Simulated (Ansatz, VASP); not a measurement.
# TaN (TaN (P-62m)): VASP beside Ansatz, part 2 of 2

Wanted: the spread between two codes on one cell, functional and k mesh. The cell is taken from a series of runs on this material, whose earlier steps may have relaxed, scaled, displaced or heated it; both programs get it as it stands.

VASP 6.6.1 and Ansatz 0.2.0.

So far: Starting point; VASP: relaxation of cell and atoms, r2SCAN.

**3. Ansatz: relaxation of cell and atoms, r2SCAN**

Level of this step: Ansatz beside VASP: Kohn-Sham DFT, plane waves, r2SCAN (Ansatz).

Ansatz runs on its default PAW (the set named soft_2) files.

The same cell, functional, mesh and smearing now go to Ansatz.

input.yaml reads:

```yaml
crystal:
  lattice:
    - [5.2084955, 0.0, 0.0]
    - [-2.6042477, 4.5106894, 0.0]
    - [0.0, 0.0, 2.9147478]
  atoms:
    - { symbol: Ta, position: [0.0, 0.0, 0.0] }
    - { symbol: Ta, position: [0.33333333, 0.66666667, 0.5] }
    - { symbol: Ta, position: [0.66666667, 0.33333333, 0.5] }
    - { symbol: "N", position: [0.39239217, 0.0, 0.0] }
    - { symbol: "N", position: [0.60760783, 0.60760783, 0.0] }
    - { symbol: "N", position: [0.0, 0.39239217, 0.0] }
basis:
  ecutwfc: 500
  xc_grid: 2
hamiltonian:
  xc: r2scan
kpoints:
  mp_grid: { grid: [9, 9, 13] }
scf:
  occupations: { method: fermi_dirac, width: 0.05 }
  max_iter: 150
output:
  forces: true
  stress: true
relax:
  f_tol: 0.01
  max_steps: 60
  cell: {}
checkpoint:
  write: "../r2scan.run"
  compress: false
  write_wavefunctions: false
  write_every: 100000
```

The run is started by

```
$ ansatz run input.yaml --threads 1 --pin off --max-ram 2355MiB --backend cpu --events-out ev --progress --plain --runs-dir out
```

Numbers of over 12 decimals in the logs are rounded to 6 here.

Log:

```text
Engine: ansatz 0.2.0, aarch64-unknown-linux-gnu
Pseudopotentials: kind: paw
Pseudopotential: Ta, paw, valence charge 13, recommended cutoff 500 eV (meta_gga), Ta.paw.azcp
Pseudopotential: N, paw, valence charge 5, recommended cutoff 500 eV (meta_gga), N.paw.azcp
Functional definition: r2SCAN
  parameter k0 = 0.174
  parameter k1 = 0.065
  parameter a1 = 4.9479
  exchange = r2scan_x(k0 = k0, k1 = k1, a1 = a1)
  correlation = r2scan_c
Crystal: 6 atoms, lattice volume = 68.479 Å³
Basis set: ecut = 500 eV, 1763 PW (Γ), exchange–correlation on 80×80×48 points (8 copies of the dense FFT grid, shifted against one another)
Bands: 33, of which v1, the nominal top of the filled ones, is band 27 counted from 1 (26 counted from 0)
Symmetry: 12 space group operations
Space group: P-62m (ITA 189), of the structure as read, at distance tolerance 4.1e-5 Å
k-points: 84 of 1053 (time reversal used)
Non-local potential: Ta, projectors of the file, l = 0: 3, l = 1: 2, l = 2: 2, l = 3: 1
Non-local potential: N, projectors of the file, l = 0: 2, l = 1: 2, l = 2: 1
PAW form: soft (Blöchl's): semilocal exchange-correlation on the pseudo side does not see the compensation charge
PAW frozen core: Ta, regenerated for the run's functional (the file was generated under x = pbe(κ = 0.804, μ = 0.219515), c = pbe(β = 0.066725))
PAW frozen core: N, regenerated for the run's functional (the file was generated under x = pbe(κ = 0.804, μ = 0.219515), c = pbe(β = 0.066725))
PAW one-centre angular grid: Ta, 590 points (default); XC on 160 Gauss nodes
PAW one-centre angular grid: N, 302 points (default); XC on 160 Gauss nodes
Initial density: superposition of atomic densities (neutral atoms: chi_scale 0, normalization atom), corrected by the library's trained network
Initial wavefunctions: pseudopotential atomic-orbital guess
Functional: x = r2scan, c = r2scan; τ floored in thin density (d = 2e-4 eV/Å³)
SCF iter   1: F=—  HF=-30995.309889 eV  |F-HF|=—  |Δ(HF+E_count)|=         —  Δρ=1.22e-2  dr2=8.38e-2  dr2_τ=4.51e-1  ethr=1.77e-3  ⟨swp⟩=6.0  Hψ=11718  notcnv=0  defer=2
preconditioner: auto → Kerker (q_TF=auto, 2.622 Å⁻¹)  [metal: Δε(μ)=0.039 eV  Ē_g=10.140 eV  σ=0.050 eV  W_gap=0.19  n_scr=26 (ndim 8)  ℏωp=24.6 eV  f_vac=0.000  D(μ)=0.56/eV (n_scr^D=0)]
SCF iter   2: F=—  HF=-30995.537692 eV  |F-HF|=—  |Δ(HF+E_count)|=   2.28e-1  Δρ=8.33e-3  dr2=3.15e-2  dr2_τ=2.13e-3  ethr=1.55e-4  ⟨swp⟩=2.2  Hψ=5193  notcnv=0  defer=47
SCF iter   3: F=—  HF=-30995.547530 eV  |F-HF|=—  |Δ(HF+E_count)|=   9.84e-3  Δρ=2.81e-3  dr2=5.56e-3  dr2_τ=9.55e-4  ethr=5.83e-5  ⟨swp⟩=2.0  Hψ=4446  notcnv=0  defer=47
SCF iter   4: F=—  HF=-30995.546635 eV  |F-HF|=—  |Δ(HF+E_count)|=   8.95e-4  Δρ=7.76e-4  dr2=3.20e-4  dr2_τ=8.67e-5  ethr=1.03e-5  ⟨swp⟩=2.0  Hψ=3982  notcnv=0  defer=47
SCF iter   5: F=—  HF=-30995.546802 eV  |F-HF|=—  |Δ(HF+E_count)|=   1.68e-4  Δρ=2.67e-4  dr2=4.26e-5  dr2_τ=8.93e-7  ethr=5.93e-7  ⟨swp⟩=2.0  Hψ=3982  notcnv=0  defer=47
SCF iter   6: F=—  HF=-30995.546839 eV  |F-HF|=—  |Δ(HF+E_count)|=   3.66e-5  Δρ=3.94e-5  dr2=1.17e-6  dr2_τ=6.35e-8  ethr=7.89e-8  ⟨swp⟩=2.0  Hψ=3884  notcnv=0  defer=47
SCF iter   7: F=-30995.546840 eV  HF=-30995.546840 eV  |F-HF|=1.42e-8  |Δ(HF+E_count)|=   4.88e-7  Δρ=7.68e-6  dr2=2.46e-8  dr2_τ=4.63e-9  ethr=1.85e-10  ⟨swp⟩=3.6  Hψ=12465  notcnv=0
SCF 1 converged in 7 iterations: F = -30995.546840 eV  dr2 = 2.46e-8
  greatest PAW one-centre occupation: 0.998 electrons in one spin orbital (limit 2), on the Ta atom at site 0 (counted from 0), in its partial waves of l = 0
relax step   1: F+E_penalty+E_count = -30995.54683957 eV  Δ(F+E_penalty+E_count) = +0.000e0 eV  max|allowed force component| = 2.816e-2 eV/Å  Δτ_max = 0.0000 Å  P = -1.618 GPa  Ω = 68.479 Å³  (7 SCF iters, dr2 threshold 1.00e-7 eV, accepted)
[...]
relax step   2: F+E_penalty+E_count = -30995.54833137 eV  Δ(F+E_penalty+E_count) = -1.492e-3 eV  max|allowed force component| = 1.410e-2 eV/Å  Δτ_max = 0.0009 Å  P = +0.745 GPa  Ω = 68.002 Å³  energy of the carried Pulay correction = +2.329e-4 eV  (5 SCF iters, dr2 threshold 6.00e-7 eV, accepted)
[...]
relax step   3: F+E_penalty+E_count = -30995.54867756 eV  Δ(F+E_penalty+E_count) = -3.462e-4 eV  max|allowed force component| = 8.795e-3 eV/Å  Δτ_max = 0.0011 Å  P = +0.058 GPa  Ω = 68.130 Å³  energy of the carried Pulay correction = +1.703e-4 eV  (5 SCF iters, dr2 threshold 6.00e-7 eV, accepted)
[...]
relax step   4: F+E_penalty+E_count = -30995.54871778 eV  Δ(F+E_penalty+E_count) = -4.023e-5 eV  max|allowed force component| = 3.121e-3 eV/Å  Δτ_max = 0.0008 Å  P = +0.003 GPa  Ω = 68.148 Å³  energy of the carried Pulay correction = +1.616e-4 eV  (4 SCF iters, dr2 threshold 8.22e-8 eV, accepted)
[...]
relax step   5: F+E_penalty+E_count = -30995.54855872 eV  Δ(F+E_penalty+E_count) = +1.591e-4 eV  max|allowed force component| = 3.059e-3 eV/Å  Δτ_max = 0.0000 Å  P = +0.003 GPa  Ω = 68.148 Å³  stress off target by 1.34e-2 GPa  SCF on the basis re-selected at this cell (its energy is not comparable with the rows above)  (5 SCF iters)
basis re-selected at this cell: Δ(F+E_penalty+E_count) = +1.591e-4 eV, ΔP = +0.000 GPa vs the last step (what re-selecting the basis moved, of the pressure what is left beyond the Pulay correction that the steps carried, after the strain that the cell walked since its last selection, with what the two solves' SCF thresholds leave and, on support functions, any second-order correction that the steps lacked; it is no m [...]
SCF converged after 5 iterations
Free energy (F): -30995.548559 eV
Harris-Foulkes:  -30995.548559 eV  (|F-HF|=7.28e-12)
Internal energy: -30995.544096 eV  (E = F + TS)
E sigma→0 (E₀):  -30995.546327 eV
Entropy (-TS):   -0.004463 eV (-0.744 meV/atom)
Fermi energy:    19.764397 eV
--- Per-component energies (eV) ---
  E_band       = -268.131850
  E_kinetic    = 1503.063301
  E_local      = -2035.588206  (includes V_loc(G=0)·N_el)
  E_nonlocal   = 179.190696
  E_hartree    = 691.913309
  E_xc         = -796.277893
  E_vxc        = -924.093341  (∫ρ·V_xc dr)
  E_paw        = -25656.734367  (= ΣΔE_a)
  E_vpaw       = -422.049191  (= ΣTr[D̂ρ^β])
  E_aug_tail   = 0.000297  (compensation charges beyond the density's cutoff)
  E_vtau       = 47.517998  (kinetic-family band-sum trace: ∫τ·v_τ [+ j·A + Jᵃ·Aᵃ] dr)
  E_ewald      = -4878.753698
  E_core_change = -2.357535  (= ΣΔE_core)
  E_smearing   = -0.004463  (= −TS)
  E_closure    = 0.000000  (closes the sum)
  Σ components = -30995.548559   (vs F -30995.548559, Δ=0.00e0)
--- Forces (eV/Å), atoms counted from 1 ---
  atom   1  Ta    -0.00000000    -0.00000000    -0.00000000
  atom   2  Ta     0.00000000    -0.00000000     0.00000000
  atom   3  Ta     0.00000000     0.00000000    -0.00000000
  atom   4  N      0.00305919    -0.00000000    -0.00000000
  atom   5  N     -0.00152959    -0.00264933    -0.00000000
  atom   6  N     -0.00152959     0.00264933    -0.00000000
  max |Σ_I F_I| component: 9.11e-17 eV/Å
--- Stress (GPa, compression-positive) ---
        0.011273      -0.000000       0.000000
        0.000000       0.011273       0.000000
        0.000000       0.000000      -0.013380
  P = ⅓ Tr σ = 0.0031 GPa (0.031 kbar)
--- Relaxed structure (4 steps of the walk, 4 accepted, 1 SCFs on fresh bases) ---
  F+E_penalty+E_count = -30995.54855872 eV   max|allowed force component| = 3.059e-3 eV/Å   (the final SCF, on the basis selected at the relaxed cell)
  cell:  # Å, volume = 68.1476 Å³
    - [5.200752, -2.8824593482545056e-8, 0.0]
    - [-2.600376, 4.503983, 0.0]
    - [0.0, 0.0, 2.909294]
  atoms:
    - { symbol: Ta, position: [0, 0, 0.0] }
    - { symbol: Ta, position: [0.333333, 0.666667, 0.500000] }
    - { symbol: Ta, position: [0.666667, 0.333333, 0.500000] }
    - { symbol: N, position: [0.392278, 0, 0.0] }
    - { symbol: N, position: [0.607722, 0.607722, 0.0] }
    - { symbol: N, position: [-2.7755575615628914e-17, 0.392278, 0.0] }
```

**4. Differences**

Known differences besides the potentials themselves: VASP keeps PBE cores, Ansatz makes them for the functional; the data sets hold 54 valence electrons in Ansatz (on its default PAW (the set named soft_2) files) and 48 in VASP; the cutoff is 500 eV in Ansatz and 660 eV in VASP; Ansatz adds a Pulay correction to the stress that steers its cell, VASP none. Total energies have different zeros and are not compared.

Both answers:

| quantity | Ansatz | VASP | difference |
| --- | --- | --- | --- |
| volume (Å³) | 68.15 | 68.49 | -0.51 % |
| edge a after relaxation, in the typed setting (Å) | 5.201 | 5.211 | -0.19 % |
| edge c after relaxation, in the typed setting (Å) | 2.909 | 2.913 | -0.13 % |

**5. Results**

- difference in volume (relaxation of cell and atoms, r2SCAN): -0.51 %

The difference in volume is -0.51 % (relaxation of cell and atoms, r2SCAN), within the 1.2 % picked in this series as the mark of a large difference, as far as the stopping tolerances let one tell. The data sets hold unlike numbers of valence electrons (54 in Ansatz and 48 in VASP), so part of the differences comes from the potentials. How closely two codes agree says nothing of how well the functional describes the real material.

[Lines on the potential files, build, host, timing and source positions are cut from VASP's logs without a mark.]

[Logs are printed without paths, hosts, clocks, repeated set-up lines and the standing remarks that a program may print on its own settings, such as how far it seeks lower states.]

[Hosts, paths, dates, database ids (printed as entryN), source tags and the programs' standing remarks are cut or masked in the printed files.]
